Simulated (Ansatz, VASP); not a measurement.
# Zr2Ta2CNO2F2 (Ta2CF2 MXene under Zr2NO2 MXene, AA): VASP beside Ansatz, part 2 of 2

Aim: how closely do two programs agree when they are given the same cell, functional and k mesh? The structure shown is the start of the Ansatz relaxation below; VASP solves that cell, so the two are compared at the walk's first step.

VASP 6.6.1 and Ansatz 0.2.0.

So far: The structure; Ansatz: relaxation, PBEsol with D3(BJ).

## 3. VASP: single point, PBEsol with D3(BJ), start cell

Level of this step: PBEsol with D3(BJ), zero-moment start; plane waves and PAW (F, Ta_pv, C, O, Zr_sv, N) (VASP).

The same cell, functional, mesh and smearing now go to VASP, with its own data sets.

Lines of VASP's logs that name or quote its potential files are left out, and so is its time.

The input, INCAR:

```
SYSTEM = Zr2Ta2CNO2F2
PREC = Accurate
ENCUT = 520
EDIFF = 1E-06
NELM = 200
ISMEAR = -1
SIGMA = 0.05
LREAL = .FALSE.
ALGO = Normal
GGA = PS
IVDW = 12
NBANDS = 55
ISPIN = 2
MAGMOM = -0 -0 -0 -0 0 0 0 0 0 -0
LASPH = .TRUE.
LMAXMIX = 4
LORBIT = 11
LWAVE = .FALSE.
LCHARG = .FALSE.
ISIF = 2
LDIPOL = .TRUE.
IDIPOL = 3
DIPOL = 0.5 0.5 0.497
LVHAR = .TRUE.
GGA_COMPAT = .FALSE.
NELMDL = -8
KPAR = 2
```

The input, POSCAR:

```
Zr2Ta2CNO2F2
1.0
    3.2217900000      0.0000000000      0.0000000000
   -1.6108950000      2.7901520000      0.0000000000
    0.0000000000      0.0000000000     55.6103530000
F Ta C O Zr N
2 2 1 2 2 1
Direct
    0.3333332736      0.6666665472      0.3893159966
    0.6666667264      0.3333334528      0.4699799334
    0.6666667264      0.3333334528      0.4067578927
    0.3333332736      0.6666665472      0.4525380373
    0.0000000000      0.0000000000      0.4296479650
    0.3333332736      0.6666665472      0.5203302702
    0.6666667264      0.3333334528      0.6106840034
    0.6666667264      0.3333334528      0.5426779434
    0.3333332736      0.6666665472      0.5883363301
    0.0000000000      0.0000000000      0.5655071278
```

The input, KPOINTS:

```
Automatic mesh
0
Gamma
12 12 1
0 0 0
```

Potentials, in the order of the species: F, Ta_pv, C, O, Zr_sv and N (PBE family, release 64).

The run is started by

```
> mpirun -np 2 vasp_std
```

Numbers of over 12 decimals in the logs are rounded to 6 here.

The program printed:

```text
[banner, memory and clock lines left out]
running    2 mpi-ranks, on    1 nodes
 distrk:  each k-point on    1 cores,    2 groups
 distr:  one band on    1 cores,    1 groups

 POSCAR found type information on POSCAR F TaC O ZrN
 POSCAR found :  6 types and      10 ions
|                                                                             |
|               ----> ADVICE to this user running VASP <----                  |
|                                                                             |
|     You enforced a specific xc type in the INCAR file but a different       |
|     [... a line on the potential file left out ...]
|     I HOPE YOU KNOW WHAT YOU ARE DOING!                                     |
|                                                                             |

 LDA part: xc-table for (Slater+PW92), standard interpolation
|                                                                             |
|           W    W    AA    RRRRR   N    N  II  N    N   GGGG   !!!           |
|           W    W   A  A   R    R  NN   N  II  NN   N  G    G  !!!           |
|           W    W  A    A  R    R  N N  N  II  N N  N  G       !!!           |
|           W WW W  AAAAAA  RRRRR   N  N N  II  N  N N  G  GGG   !            |
|           WW  WW  A    A  R   R   N   NN  II  N   NN  G    G                |
|           W    W  A    A  R    R  N    N  II  N    N   GGGG   !!!           |
|                                                                             |
|     One of the lattice vectors is very long (>50 A), but AMIN is rather     |
|     large. This can spoil convergence since charge sloshing might occur     |
|     along the long lattice vector. If problems with convergence are         |
|     observed, try to decrease AMIN to a smaller value (e.g. 0.01).          |
|     Note: This warning only applies if the self-consistency cycle is        |
|     used.                                                                   |
|                                                                             |

 POSCAR, INCAR and KPOINTS ok, starting setup
 FFT: planning ... GRIDC
 FFT: planning ... GRID_SOFT
 FFT: planning ... GRID
 WAVECAR not read
 entering main loop
       N       E                     dE             d eps       ncg     rms          rms(c)
DAV:   1     0.778793143674E+03    0.77879E+03   -0.39795E+04  5092   0.121E+03
DAV:   2    -0.190832712844E+02   -0.79788E+03   -0.77279E+03  5374   0.340E+02
DAV:   3    -0.105435341853E+03   -0.86352E+02   -0.85084E+02  5672   0.106E+02
DAV:   4    -0.110404087876E+03   -0.49687E+01   -0.49377E+01  6872   0.228E+01
DAV:   5    -0.110818373195E+03   -0.41429E+00   -0.41396E+00  6424   0.369E+00
DAV:   6    -0.110823350607E+03   -0.49774E-02   -0.49753E-02  6083   0.606E-01
DAV:   7    -0.110823511296E+03   -0.16069E-03   -0.16063E-03  6152   0.957E-02
DAV:   8    -0.110823518083E+03   -0.67868E-05   -0.67861E-05  5757   0.192E-02    0.463E+01
DAV:   9    -0.264311706578E+03   -0.15349E+03   -0.89492E+02  6848   0.664E+01    0.704E+01
DAV:  10    -0.468540393841E+03   -0.20423E+03   -0.82426E+03  7472   0.922E+01    0.106E+02
DAV:  11    -0.183582806224E+03    0.28496E+03   -0.81129E+02  5263   0.105E+02    0.593E+01
DAV:  12    -0.953277708251E+02    0.88255E+02   -0.10157E+03  6464   0.432E+01    0.275E+01
DAV:  13    -0.110833434729E+03   -0.15506E+02   -0.18910E+02  5340   0.372E+01    0.247E+01
DAV:  14    -0.104675721882E+03    0.61577E+01   -0.12294E+01  5656   0.170E+01    0.199E+01
[...]
DAV:  43    -0.937904330319E+02   -0.17257E-04   -0.99748E-07  3596   0.303E-03    0.275E-03
DAV:  44    -0.937904389186E+02   -0.58867E-05   -0.44314E-07  3236   0.281E-03    0.140E-03
DAV:  45    -0.937904442139E+02   -0.52953E-05   -0.40288E-07  3184   0.264E-03    0.989E-04
DAV:  46    -0.937904490657E+02   -0.48517E-05   -0.18482E-07  3114   0.136E-03    0.748E-04
DAV:  47    -0.937904501631E+02   -0.10974E-05   -0.21978E-08  2926   0.713E-04    0.598E-04
DAV:  48    -0.937904516766E+02   -0.15136E-05   -0.22274E-08  2927   0.639E-04    0.445E-04
DAV:  49    -0.937904526960E+02   -0.10194E-05   -0.11707E-08  2945   0.411E-04    0.393E-04
DAV:  50    -0.937904530221E+02   -0.32609E-06   -0.40319E-09  2813   0.237E-04
   1 F= -.95951630E+02 E0= -.95930788E+02  d E =-.416834E-01  mag=    -0.0015
```

From OUTCAR (step 3):

```text
ion  position               nearest neighbor table
   1  0.333  0.667  0.389-   3 2.10   3 2.10   3 2.10
   2  0.667  0.333  0.470-   4 2.10   4 2.10   4 2.10
   3  0.667  0.333  0.407-   1 2.10   1 2.10   1 2.10   5 2.25   5 2.25   5 2.25   4 3.15   4 3.15
                             4 3.15
   4  0.333  0.667  0.453-   2 2.10   2 2.10   2 2.10   5 2.25   5 2.25   5 2.25   3 3.15   3 3.15
                             3 3.15
   5  0.000  0.000  0.430-   4 2.25   3 2.25   4 2.25   3 2.25   3 2.25   4 2.25
   6  0.333  0.667  0.520-   8 2.24   8 2.24   8 2.24
   7  0.667  0.333  0.611-   9 2.24   9 2.24   9 2.24
   8  0.667  0.333  0.543-   6 2.24   6 2.24   6 2.24  10 2.25  10 2.25  10 2.25   9 3.15   9 3.15
                             9 3.15
   9  0.333  0.667  0.588-   7 2.24   7 2.24   7 2.24  10 2.25  10 2.25  10 2.25   8 3.15   8 3.15
                             8 3.15
  10  0.000  0.000  0.566-   8 2.25   8 2.25   8 2.25   9 2.25   9 2.25   9 2.25

  LATTYP: Found a hexagonal cell.
 ALAT       =     3.2217900000
 C/A-ratio  =    17.2607007285

 Subroutine GETGRP returns: Found  6 space group operations
 (whereof  6 operations were pure point group operations)

The static configuration has the point symmetry C_3v.

 Found     19 irreducible k-points:

   k-points           NKPTS =     19   k-points in BZ     NKDIM =     19   number of bands    NBANDS=     55

   dimension x,y,z NGX =    24 NGY =   24 NGZ =  420
   dimension x,y,z NGXF=    48 NGYF=   48 NGZF=  840

   ENCUT  =  520.0 eV  38.22 Ry    6.18 a.u.   5.99  5.99103.40*2*pi/ulx,y,z

   NELECT =      81.0000    total number of electrons

 k-points in reciprocal lattice and weights: Automatic mesh
   0.00000000  0.00000000  0.00000000       0.007
   0.08333333  0.00000000  0.00000000       0.042
   0.16666667  0.00000000  0.00000000       0.042
   0.25000000  0.00000000  0.00000000       0.042
   0.33333333  0.00000000  0.00000000       0.042
   0.41666667  0.00000000  0.00000000       0.042
   0.50000000  0.00000000  0.00000000       0.021
   0.08333333  0.08333333  0.00000000       0.042
   0.16666667  0.08333333  0.00000000       0.083
[...]
0.33333333  0.25000000  0.00000000       0.083
   0.33333333  0.33333333  0.00000000       0.014

 dipolmoment           0.000000      0.000000      0.231895 electrons x Angstroem

 average (electrostatic) potential at core
       1 -85.9017       2 -85.6705       3 -46.0877       4 -46.1977       5 -57.5179
       6 -76.9232       7 -76.4167       8 -85.6816       9 -85.5162      10 -71.2168

 E-fermi :  -1.7277

 spin component 1
 k-point     1 :       0.0000    0.0000    0.0000
  band No.  band energies     occupation
    ...
     38      -3.9294      1.00000
     39      -3.1197      1.00000
     40      -3.1197      1.00000
     41      -2.7412      1.00000
     42      -1.8174      0.85756
     43      -1.1304      0.00001
     44      -1.1304      0.00001
     45      -1.1227      0.00001
     46      -1.1227      0.00001
     47      -0.9838      0.00000
    ...

 k-point     2 :       0.0833    0.0000    0.0000
  band No.  band energies     occupation
    ...
     38      -4.0176      1.00000
     39      -3.2392      1.00000
     40      -2.8939      1.00000
     41      -2.6135      1.00000
     42      -1.8120      0.84374
     43      -1.3264      0.00033
     44      -1.2234      0.00004
     45      -1.0317      0.00000
     46      -0.9237      0.00000
     47      -0.6959      0.00000
    ...

 k-point     3 :       0.1667    0.0000    0.0000
  band No.  band energies     occupation
    ...
     38      -3.9419      1.00000
     39      -3.6799      1.00000
     40      -2.3751      1.00000
     41      -2.2863      0.99999
     42      -1.7383      0.55307
     43      -1.6625      0.21354
     44      -1.2035      0.00003
     45      -0.7430      0.00000
     46      -0.4418      0.00000
     47      -0.3775      0.00000
    ...

 k-point     4 :       0.2500    0.0000    0.0000
  band No.  band energies     occupation
    ...
     38      -4.1796      1.00000
     39      -4.1434      1.00000
     40      -2.1842      0.99989
     41      -1.9094      0.97426
     42      -1.7454      0.58761
     43      -1.3860      0.00108
     44      -0.8566      0.00000
     45      -0.3190      0.00000
     46      -0.2501      0.00000
     47       0.0637      0.00000
    ...

 k-point     5 :       0.3333    0.0000    0.0000
  band No.  band energies     occupation
    ...
     36      -5.0299      1.00000
     37      -4.5429      1.00000
     38      -4.3329      1.00000
     39      -4.2942      1.00000
     40      -2.5104      1.00000
     41      -1.6254      0.11459
     42      -1.0956      0.00000
     43      -1.0757      0.00000
     44      -0.4568      0.00000
     45       0.0882      0.00000
    ...

 k-point     6 :       0.4167    0.0000    0.0000
  band No.  band energies     occupation
    ...
     36      -5.0326      1.00000
     37      -4.7956      1.00000
     38      -4.3466      1.00000
     39      -4.2685      1.00000
     40      -2.7014      1.00000
     41      -1.5532      0.02958
     42      -0.7988      0.00000
     43      -0.4767      0.00000
     44      -0.4512      0.00000
     45       0.3378      0.00000
    ...

 Edisp (eV)   -2.16118

  Total      -2.78334    -2.78334   -11.09511     0.00000     0.00000     0.00000
  in kB      -8.92065    -8.92065   -35.55998     0.00000     0.00000     0.00000
  external pressure =      -17.80 kB  Pullay stress =        0.00 kB

  energy-cutoff  :      520.00
  volume of cell :      499.90
      direct lattice vectors                 reciprocal lattice vectors
     3.221790000  0.000000000  0.000000000     0.310386462  0.179201707  0.000000000
    -1.610895000  2.790152000  0.000000000     0.000000000  0.358403413  0.000000000
     0.000000000  0.000000000 55.610353000     0.000000000  0.000000000  0.017982263

 POSITION                                       TOTAL-FORCE (eV/Angst)
 -----------------------------------------------------------------------------------
     -0.00000      1.86010     21.65000         0.000000      0.000000     -3.703649
      1.61090      0.93005     26.13575        -0.000000      0.000000      3.306152
      1.61090      0.93005     22.61995         0.000000      0.000000      7.978297
     -0.00000      1.86010     25.16580        -0.000000      0.000000     -7.076817
      0.00000      0.00000     23.89287         0.000000      0.000000     -0.019290
     -0.00000      1.86010     28.93575         0.000000      0.000000      2.118160
      1.61090      0.93005     33.96035        -0.000000      0.000000     -3.434985
      1.61090      0.93005     30.17851         0.000000      0.000000     -3.489684
     -0.00000      1.86010     32.71759         0.000000     -0.000000      4.500574
      0.00000      0.00000     31.44805         0.000000      0.000000     -0.178758
 -----------------------------------------------------------------------------------
    total drift:                                0.000000     -0.000001     -0.000386

  FREE ENERGIE OF THE ION-ELECTRON SYSTEM (eV)
  ---------------------------------------------------
  free  energy   TOTEN  =       -95.9516297194 eV

  energy  without entropy=      -95.9099463578  energy(sigma->0) =      -95.93078804

 vacuum level on the upper side and lower side of the slab         5.458         0.790

 total charge
# of ion       s       p       d       tot
------------------------------------------
    1        1.745   4.391   0.000   6.135
    2        1.741   4.391   0.000   6.132
    3        0.267   6.181   2.413   8.861
    4        0.257   6.180   2.394   8.831
    5        0.842   1.532   0.000   2.374
    6        1.562   3.375   0.000   4.936
    7        1.571   3.339   0.000   4.910
    8        2.171   6.039   1.575   9.784
    9        2.171   6.040   1.552   9.763
   10        1.244   2.496   0.000   3.740
--------------------------------------------------
tot         13.571  43.963   7.934  65.467

 magnetization (x)
# of ion       s       p       d       tot
------------------------------------------
    1       -0.000  -0.000   0.000  -0.000
    2       -0.000   0.000   0.000   0.000
    3       -0.000  -0.000  -0.001  -0.001
    4       -0.000   0.000  -0.000  -0.000
    5       -0.000   0.000   0.000  -0.000
    6       -0.000  -0.000   0.000  -0.000
    7        0.000   0.000   0.000   0.000
    8       -0.000  -0.000   0.000   0.000
    9       -0.000  -0.000  -0.000  -0.000
   10        0.000  -0.000   0.000  -0.000
--------------------------------------------------
tot         -0.000  -0.000  -0.001  -0.001

[... 6 further parts left out ...]
```

This run allows spin, but its moments start at zero, where symmetry between the spins tends to hold them. Its electron count is odd, so without a moment it is a metal by construction.

## 4. Comparison

Known differences besides the potentials themselves: Ansatz cuts the interaction across the vacuum, VASP repeats the sheet with a dipole correction; the data sets hold 85 valence electrons in Ansatz (on its default PAW (the set named soft_2) files) and 81 in VASP; the cutoff is 420 eV in Ansatz and 520 eV in VASP; Ansatz makes its cores anew for this functional, VASP keeps those of its PBE data sets. Total energies have different zeros and are not compared.

Forces (eV/Å; atoms numbered as in POSCAR):

```tsv
atom	Ansatz x, y, z	VASP x, y, z
F1	0.000, 0.000, -3.636	0.000, 0.000, -3.704
F2	0.000, 0.000, 3.272	0.000, 0.000, 3.306
Ta3	0.000, 0.000, 7.900	0.000, 0.000, 7.978
Ta4	0.000, 0.000, -7.036	0.000, 0.000, -7.077
C5	0.000, 0.000, -0.011	0.000, 0.000, -0.019
O6	0.000, 0.000, 2.140	0.000, 0.000, 2.118
O7	0.000, 0.000, -3.465	0.000, 0.000, -3.435
Zr8	0.000, 0.000, -3.477	0.000, 0.000, -3.490
Zr9	0.000, 0.000, 4.494	0.000, 0.000, 4.501
N10	0.000, 0.000, -0.179	0.000, 0.000, -0.179
```

The forces differ by 22 meV/Å r.m.s., which is 0.9 % of the r.m.s. force of 2.498 eV/Å (both taken over all components). Moments aren't recorded for both runs of this pair, so they may hold unlike magnetic states. With vacuum in the cell, a pressure given here is an average over mostly empty space and none of the material.

## 5. Results

- r.m.s. force difference (single point, PBEsol with D3(BJ), start cell): 0.90 % of the r.m.s. force

What this shows: The r.m.s. force difference is 0.90 % of the r.m.s. force (single point, PBEsol with D3(BJ), start cell), within the 3 % picked in this series as the mark of a large difference. The data sets hold unlike numbers of valence electrons (85 in Ansatz and 81 in VASP), so part of the differences comes from the potentials. How closely two codes agree says nothing of how well the functional describes the real material.

[Lines on the potential files, build, host, timing and source positions are cut from VASP's logs without a mark.]

[Logs are printed without paths, hosts, clocks, repeated set-up lines and the standing remarks that a program may print on its own settings, such as how far it seeks lower states.]

[Hosts, paths, dates, database ids (printed as entryN), source tags and the programs' standing remarks are cut or masked in the printed files.]
